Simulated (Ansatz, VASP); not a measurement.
# Cross-check of TaSi2As4 (TaSi2As4 bilayer, AB) between VASP and Ansatz, part 2 of 2

One calculation is typed for both programs; each brings its own data sets. How far apart do they land? The structure shown is the start of the Ansatz relaxation below; VASP solves that cell, so the two are compared at the walk's first step.

VASP 6.6.1 and Ansatz 0.2.0.

So far: Set-up; Ansatz: relaxation, PBE with D3(BJ).

### Step 3. VASP: single point, PBE with D3(BJ), start cell

Level of this step: PBE with D3(BJ), zero-moment start; plane waves and PAW (As, Si, Ta_pv) (VASP).

The same cell, functional, mesh and smearing now go to VASP, with its own data sets.

Lines of VASP's logs that name or quote its potential files are left out, and so is its time.

File INCAR:

```
SYSTEM = TaSi2As4
PREC = Accurate
ENCUT = 400
EDIFF = 1E-06
NELM = 200
ISMEAR = -1
SIGMA = 0.05
LREAL = .FALSE.
ALGO = Normal
GGA = PE
IVDW = 12
NBANDS = 60
ISPIN = 2
MAGMOM = 0 -0 -0 0 -0 0 0 -0 0 0 -0 -0 0 -0
LASPH = .TRUE.
LMAXMIX = 4
LORBIT = 11
LWAVE = .FALSE.
LCHARG = .FALSE.
ISIF = 2
LDIPOL = .TRUE.
IDIPOL = 3
DIPOL = 0.5 0.5 0.5
LVHAR = .TRUE.
GGA_COMPAT = .FALSE.
NELMDL = -8
KPAR = 4
```

File POSCAR:

```
TaSi2As4
1.0
    3.6300000000      0.0000000000      0.0000000000
   -1.8150000000      3.1436720000      0.0000000000
    0.0000000000      0.0000000000     74.5769370000
As Si Ta
8 4 2
Direct
    0.0000000000      0.0000000000      0.3539968395
    0.3333332803      0.6666665606      0.3941160925
    0.3333332803      0.6666665606      0.4397672970
    0.0000000000      0.0000000000      0.4798865499
    0.3333332803      0.6666665606      0.5201134635
    0.6666667197      0.3333334394      0.5602327164
    0.6666667197      0.3333334394      0.6058839075
    0.3333332803      0.6666665606      0.6460031605
    0.3333332803      0.6666665606      0.3642140867
    0.3333332803      0.6666665606      0.4696693027
    0.6666667197      0.3333334394      0.5303307107
    0.6666667197      0.3333334394      0.6357859133
    0.0000000000      0.0000000000      0.4169416880
    0.3333332803      0.6666665606      0.5830583120
```

File KPOINTS:

```
Automatic mesh
0
Gamma
12 12 1
0 0 0
```

Potentials, in the order of the species: As, Si and Ta_pv (PBE family, release 64).

On the command line:

```console
$ mpirun -np 4 vasp_std
```

Numbers of over 12 decimals in the logs are rounded to 6 here.

What it wrote:

```text
[banner, memory and clock lines left out]
running    4 mpi-ranks, on    1 nodes
 distrk:  each k-point on    1 cores,    4 groups
 distr:  one band on    1 cores,    1 groups

 POSCAR found type information on POSCAR AsSiTa
 POSCAR found :  3 types and      14 ions
 LDA part: xc-table for (Slater+PW92), standard interpolation
|                                                                             |
|           W    W    AA    RRRRR   N    N  II  N    N   GGGG   !!!           |
|           W    W   A  A   R    R  NN   N  II  NN   N  G    G  !!!           |
|           W    W  A    A  R    R  N N  N  II  N N  N  G       !!!           |
|           W WW W  AAAAAA  RRRRR   N  N N  II  N  N N  G  GGG   !            |
|           WW  WW  A    A  R   R   N   NN  II  N   NN  G    G                |
|           W    W  A    A  R    R  N    N  II  N    N   GGGG   !!!           |
|                                                                             |
|     One of the lattice vectors is very long (>50 A), but AMIN is rather     |
|     large. This can spoil convergence since charge sloshing might occur     |
|     along the long lattice vector. If problems with convergence are         |
|     observed, try to decrease AMIN to a smaller value (e.g. 0.01).          |
|     Note: This warning only applies if the self-consistency cycle is        |
|     used.                                                                   |
|                                                                             |

 POSCAR, INCAR and KPOINTS ok, starting setup
 FFT: planning ... GRIDC
 FFT: planning ... GRID_SOFT
 FFT: planning ... GRID
 WAVECAR not read
 entering main loop
       N       E                     dE             d eps       ncg     rms          rms(c)
DAV:   1     0.433498321827E+03    0.43350E+03   -0.26637E+04  5200   0.792E+02
DAV:   2    -0.360604984651E+02   -0.46956E+03   -0.44954E+03  6232   0.185E+02
DAV:   3    -0.827385229674E+02   -0.46678E+02   -0.45673E+02  5816   0.555E+01
DAV:   4    -0.843964401835E+02   -0.16579E+01   -0.16439E+01  6408   0.113E+01
DAV:   5    -0.844407926705E+02   -0.44352E-01   -0.44248E-01  6168   0.172E+00
DAV:   6    -0.844427502093E+02   -0.19575E-02   -0.19567E-02  6612   0.350E-01
DAV:   7    -0.844428208610E+02   -0.70652E-04   -0.70640E-04  6376   0.616E-02
DAV:   8    -0.844428242498E+02   -0.33888E-05   -0.33884E-05  6172   0.120E-02    0.201E+01
DAV:   9    -0.816646915558E+02    0.27781E+01   -0.84761E+00  5300   0.967E+00    0.924E+00
DAV:  10    -0.824167346646E+02   -0.75204E+00   -0.62055E+00  5908   0.902E+00    0.597E+00
DAV:  11    -0.234023674905E+03   -0.15161E+03   -0.64295E+02  7584   0.383E+01    0.333E+01
DAV:  12    -0.718362737332E+02    0.16219E+03   -0.49488E+02  7372   0.321E+01    0.755E+00
DAV:  13    -0.808656215359E+02   -0.90293E+01   -0.83385E+01  5960   0.158E+01    0.196E+00
DAV:  14    -0.809268523498E+02   -0.61231E-01   -0.33441E+00  5816   0.499E+00    0.951E-01
[...]
DAV:  32    -0.809004251186E+02   -0.26313E-04   -0.65996E-06  4948   0.503E-03    0.624E-03
DAV:  33    -0.809004323028E+02   -0.71842E-05   -0.86662E-07  4224   0.622E-03    0.536E-03
DAV:  34    -0.809004388496E+02   -0.65468E-05   -0.24363E-06  4648   0.945E-03    0.383E-03
DAV:  35    -0.809004448094E+02   -0.59598E-05   -0.15732E-06  4640   0.444E-03    0.346E-03
DAV:  36    -0.809004473246E+02   -0.25152E-05   -0.44365E-07  3456   0.174E-03    0.307E-03
DAV:  37    -0.809004511575E+02   -0.38329E-05   -0.12933E-07  3552   0.161E-03    0.245E-03
DAV:  38    -0.809004530553E+02   -0.18978E-05   -0.22746E-07  3408   0.931E-04    0.229E-03
DAV:  39    -0.809004535766E+02   -0.52127E-06   -0.43738E-08  3056   0.131E-03
   1 F= -.86400363E+02 E0= -.86370645E+02  d E =-.594366E-01  mag=     0.0000
```

From OUTCAR (step 3):

```text
ion  position               nearest neighbor table
   1  0.000  0.000  0.354-   9 2.23   9 2.23   9 2.23
   2  0.333  0.667  0.394-   9 2.23  13 2.70  13 2.70  13 2.70
   3  0.333  0.667  0.440-  10 2.23  13 2.70  13 2.70  13 2.70
   4  0.000  0.000  0.480-  10 2.23  10 2.23  10 2.23
   5  0.333  0.667  0.520-  11 2.23  11 2.23  11 2.23
   6  0.667  0.333  0.560-  11 2.23  14 2.70  14 2.70  14 2.70
   7  0.667  0.333  0.606-  12 2.23  14 2.70  14 2.70  14 2.70
   8  0.333  0.667  0.646-  12 2.23  12 2.23  12 2.23
   9  0.333  0.667  0.364-   1 2.23   2 2.23   1 2.23   1 2.23
  10  0.333  0.667  0.470-   4 2.23   3 2.23   4 2.23   4 2.23
  11  0.667  0.333  0.530-   5 2.23   5 2.23   6 2.23   5 2.23
  12  0.667  0.333  0.636-   8 2.23   8 2.23   7 2.23   8 2.23
  13  0.000  0.000  0.417-   2 2.70   2 2.70   2 2.70   3 2.70   3 2.70   3 2.70
  14  0.333  0.667  0.583-   7 2.70   7 2.70   6 2.70   6 2.70   7 2.70   6 2.70

  LATTYP: Found a hexagonal cell.
 ALAT       =     3.6300000000
 C/A-ratio  =    20.5446107438

 Subroutine GETGRP returns: Found  6 space group operations
 (whereof  6 operations were pure point group operations)

The static configuration has the point symmetry C_3v.

 Found     19 irreducible k-points:

   k-points           NKPTS =     19   k-points in BZ     NKDIM =     19   number of bands    NBANDS=     60

   dimension x,y,z NGX =    24 NGY =   24 NGZ =  486
   dimension x,y,z NGXF=    48 NGYF=   48 NGZF=  972

   ENCUT  =  400.0 eV  29.40 Ry    5.42 a.u.   5.92  5.92121.62*2*pi/ulx,y,z

   NELECT =      78.0000    total number of electrons

 k-points in reciprocal lattice and weights: Automatic mesh
   0.00000000  0.00000000  0.00000000       0.007
   0.08333333 -0.00000000  0.00000000       0.042
   0.16666667 -0.00000000  0.00000000       0.042
   0.25000000 -0.00000000  0.00000000       0.042
   0.33333333 -0.00000000  0.00000000       0.042
   0.41666667  0.00000000  0.00000000       0.042
   0.50000000 -0.00000000  0.00000000       0.021
   0.08333333  0.08333333  0.00000000       0.042
   0.16666667  0.08333333  0.00000000       0.083
[...]
0.33333333  0.25000000  0.00000000       0.083
   0.33333333  0.33333333  0.00000000       0.014

 dipolmoment           0.000000      0.000000     -0.000446 electrons x Angstroem

 average (electrostatic) potential at core
       1 -56.2328       2 -55.2725       3 -55.3030       4 -56.3698       5 -56.3540
       6 -55.3049       7 -55.2730       8 -56.2375       9 -91.8907      10 -91.9543
      11 -91.9209      12 -91.8953      13 -44.3391      14 -44.3337

 E-fermi :  -1.3090

 spin component 1
 k-point     1 :       0.0000    0.0000    0.0000
  band No.  band energies     occupation
    ...
     35      -1.4022      0.86572
     36      -1.4022      0.86572
     37      -1.3961      0.85094
     38      -1.3961      0.85094
     39      -1.3580      0.72696
     40      -0.9788      0.00135
     41      -0.2737      0.00000
     42      -0.0984      0.00000
     43       0.0317      0.00000
     44       0.0962      0.00000
    ...

 k-point     2 :       0.0833   -0.0000    0.0000
  band No.  band energies     occupation
    ...
     34      -1.8981      0.99999
     35      -1.6076      0.99746
     36      -1.6024      0.99718
     37      -1.5322      0.98861
     38      -1.5256      0.98702
     39      -1.2158      0.13418
     40      -0.9384      0.00060
     41       0.0838      0.00000
     42       0.2545      0.00000
     43       0.2713      0.00000
    ...

 k-point     3 :       0.1667   -0.0000    0.0000
  band No.  band energies     occupation
    ...
     34      -2.1892      1.00000
     35      -2.1614      1.00000
     36      -1.9244      1.00000
     37      -1.8502      0.99998
     38      -1.8421      0.99998
     39      -1.3001      0.45581
     40      -1.2356      0.18724
     41      -0.0926      0.00000
     42       0.0086      0.00000
     43       0.0329      0.00000
    ...

 k-point     4 :       0.2500   -0.0000    0.0000
  band No.  band energies     occupation
    ...
     36      -2.1590      1.00000
     37      -1.9064      0.99999
     38      -1.8977      0.99999
     39      -1.5906      0.99643
     40      -1.5554      0.99281
     41      -0.5314      0.00000
     42      -0.4223      0.00000
     43      -0.3715      0.00000
     44      -0.3178      0.00000
     45       1.2600      0.00000
    ...

 k-point     5 :       0.3333   -0.0000    0.0000
  band No.  band energies     occupation
    ...
     36      -2.4596      1.00000
     37      -1.7595      0.99988
     38      -1.7355      0.99980
     39      -1.6304      0.99839
     40      -1.6164      0.99787
     41      -0.9210      0.00043
     42      -0.8095      0.00005
     43      -0.7470      0.00001
     44      -0.7024      0.00001
     45       0.9875      0.00000
    ...

 k-point     6 :       0.4167    0.0000    0.0000
  band No.  band energies     occupation
    ...
     36      -2.7216      1.00000
     37      -1.8927      0.99999
     38      -1.8545      0.99998
     39      -1.4513      0.94513
     40      -1.4316      0.92073
     41      -1.1305      0.02741
     42      -1.0377      0.00438
     43      -0.9906      0.00171
     44      -0.9691      0.00111
     45       0.8418      0.00000
    ...

 Edisp (eV)   -5.49991

  Total       7.82137     7.82137    12.33761    -0.00000     0.00000     0.00000
  in kB      14.72464    14.72464    23.22701    -0.00000     0.00000     0.00000
  external pressure =       17.56 kB  Pullay stress =        0.00 kB

  energy-cutoff  :      400.00
  volume of cell :      851.04
      direct lattice vectors                 reciprocal lattice vectors
     3.630000000  0.000000000  0.000000000     0.275482094  0.159049672  0.000000000
    -1.815000000  3.143672000  0.000000000     0.000000000  0.318099344  0.000000000
     0.000000000  0.000000000 74.576937000     0.000000000  0.000000000  0.013408971

 POSITION                                       TOTAL-FORCE (eV/Angst)
 -----------------------------------------------------------------------------------
      0.00000      0.00000     26.40000        -0.000000     -0.000000     -3.190048
      0.00000      2.09578     29.39197         0.000000      0.000000      3.291002
      0.00000      2.09578     32.79650         0.000000     -0.000000     -3.300014
      0.00000      0.00000     35.78847        -0.000000      0.000000      3.076622
      0.00000      2.09578     38.78847         0.000000     -0.000000     -3.081496
      1.81500      1.04789     41.78044         0.000000      0.000000      3.312531
      1.81500      1.04789     45.18497        -0.000000      0.000000     -3.303351
      0.00000      2.09578     48.17694        -0.000000      0.000000      3.190822
      0.00000      2.09578     27.16197        -0.000000      0.000000      1.569966
      0.00000      2.09578     35.02650        -0.000000      0.000000     -1.552306
      1.81500      1.04789     39.55044         0.000000      0.000000      1.526291
      1.81500      1.04789     47.41497         0.000000      0.000000     -1.574493
      0.00000      0.00000     31.09423         0.000000      0.000000      0.064069
      0.00000      2.09578     43.48270        -0.000000      0.000000     -0.029596
 -----------------------------------------------------------------------------------
    total drift:                               -0.000000      0.000232     -0.000072

  FREE ENERGIE OF THE ION-ELECTRON SYSTEM (eV)
  ---------------------------------------------------
  free  energy   TOTEN  =       -86.4003634458 eV

  energy  without entropy=      -86.3409267988  energy(sigma->0) =      -86.37064512

 vacuum level on the upper side and lower side of the slab         3.449         3.453

 total charge
# of ion       s       p       d       tot
------------------------------------------
    1        1.216   1.711   0.053   2.981
    2        1.201   1.619   0.049   2.869
    3        1.201   1.618   0.049   2.868
    4        1.221   1.703   0.057   2.981
    5        1.221   1.701   0.058   2.981
    6        1.202   1.617   0.049   2.868
    7        1.201   1.619   0.049   2.869
    8        1.216   1.711   0.053   2.981
    9        0.753   0.954   0.000   1.707
   10        0.754   0.955   0.000   1.709
   11        0.755   0.958   0.000   1.713
   12        0.753   0.954   0.000   1.707
   13        0.267   6.126   2.261   8.655
   14        0.267   6.126   2.263   8.655
--------------------------------------------------
tot         13.229  29.372   4.943  47.544

 magnetization (x)
# of ion       s       p       d       tot
------------------------------------------
    1        0.000   0.000   0.000   0.000
    2       -0.000   0.000   0.000   0.000
    3       -0.000   0.000   0.000   0.000
    4       -0.000   0.000   0.000   0.000
    5       -0.000  -0.000  -0.000  -0.000
    6        0.000   0.000  -0.000   0.000
    7        0.000  -0.000  -0.000  -0.000
    8       -0.000  -0.000   0.000  -0.000
    9        0.000   0.000   0.000   0.000
   10        0.000   0.000   0.000   0.000
   11       -0.000  -0.000   0.000  -0.000
   12       -0.000  -0.000   0.000  -0.000
   13        0.000   0.000   0.000   0.000
   14       -0.000  -0.000  -0.000  -0.000
--------------------------------------------------
tot         -0.000   0.000  -0.000  -0.000

[... 3 further parts left out ...]
```

### Step 4. Side by side

Known differences besides the potentials themselves: Ansatz cuts the interaction across the vacuum, VASP repeats the sheet with a dipole correction; the data sets hold 162 valence electrons in Ansatz (on its default PAW (the set named soft_2) files) and 78 in VASP; the cutoff is 420 eV in Ansatz and 400 eV in VASP. Total energies have different zeros and are not compared.

Forces on 8 of the 14 atoms, those with the largest forces and the largest differences (eV/Å; atoms numbered as in POSCAR):

```csv
atom,"Ansatz x, y, z","VASP x, y, z"
As1,"0.000, 0.000, -3.141","0.000, 0.000, -3.190"
As2,"0.000, 0.000, 3.247","0.000, 0.000, 3.291"
As3,"0.000, 0.000, -3.254","0.000, 0.000, -3.300"
As4,"0.000, 0.000, 3.026","0.000, 0.000, 3.077"
As5,"0.000, 0.000, -3.031","0.000, 0.000, -3.081"
As6,"0.000, 0.000, 3.267","0.000, 0.000, 3.313"
As7,"0.000, 0.000, -3.260","0.000, 0.000, -3.303"
As8,"0.000, 0.000, 3.141","0.000, 0.000, 3.191"
```

The forces differ by 21 meV/Å r.m.s., which is 1.4 % of the r.m.s. force of 1.485 eV/Å (both taken over all components). Moments aren't recorded for both runs of this pair, so they may hold unlike magnetic states. With vacuum in the cell, a pressure given here is an average over mostly empty space and none of the material.

### Step 5. What came out

| Quantity | Value |
| --- | --- |
| r.m.s. force difference (single point, PBE with D3(BJ), start cell) | 1.4 % of the r.m.s. force |

The r.m.s. force difference is 1.4 % of the r.m.s. force (single point, PBE with D3(BJ), start cell), within the 3 % picked in this series as the mark of a large difference. The data sets hold unlike numbers of valence electrons (162 in Ansatz and 78 in VASP), so part of the differences comes from the potentials. 1 further run of this series is not shown here. How closely two codes agree says nothing of how well the functional describes the real material.

[Lines on the potential files, build, host, timing and source positions are cut from VASP's logs without a mark.]

[Logs are printed without paths, hosts, clocks, repeated set-up lines and the standing remarks that a program may print on its own settings, such as how far it seeks lower states.]

[Hosts, paths, dates, database ids (printed as entryN), source tags and the programs' standing remarks are cut or masked in the printed files.]
